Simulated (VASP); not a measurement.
Crystal: TaIn.

```
CELL_PARAMETERS angstrom
3.68329 0.00000 0.00000
-1.84164 3.18982 0.00000
0.00000 0.00000 4.36708
ATOMIC_POSITIONS crystal
Ta 0.00000 0.00000 0.00000
In 0.00000 0.00000 0.50000
```

The cell was built by a generator and needn't be a form met in nature.

| Quantity | Value |
| --- | --- |
| Program | VASP 6.6.1 |
| Task | relaxation of cell and atoms |
| Functional | PBE |
| Potentials or basis | VASP PAW PBE potentials, release 64 (Ta_pv, In_d) |
| Cutoff | 520 eV |
| k mesh | 6 × 6 × 5 |
| Occupations | gaussian, width 0.15 eV |
| Spin | no spin polarisation |

At the start: pressure 41.8 GPa; volume 25.65 Å³/atom.

Where does the relaxation end?

Over 12 steps the energy falls by 3530.5 meV/atom and the volume is 22.55 Å³/atom (-12.1 %); space group P6/mmm (No. 191, to 0.05 Å).

The path:
```
step  energy change (eV)  largest force (eV/Å)  pressure (GPa)  volume (Å³)
   1              0.0000                0.0000           41.76        51.31
   2             -1.2483                0.0000          -28.35        90.22
   3             -4.9397                0.0000          -16.26        71.96
   4             -5.1419                0.0000          -16.62        69.92
   5             -5.2489                0.0000           -8.70        61.08
   6             -5.4356                0.0000          -16.48        65.82
   7             -5.4191                0.0000          -12.40        62.88
   8             -5.4597                0.0000          -13.55        64.15
   9             -7.0323                0.0000           -1.34        46.34
  10             -7.0306                0.0000           -3.15        46.62
  11             -7.0576                0.0000            1.39        44.62
  12             -7.0610                0.0000            0.35        45.10
```

Final structure:
```
Ta In
1.0
     3.01715    0.00000    0.00000
    -1.50858    2.61293    0.00000
     0.00000    0.00000    5.72060
Ta In
1 1
Cartesian
  0.0000 0.0000 0.0000
  0.0000 0.0000 2.8603
```
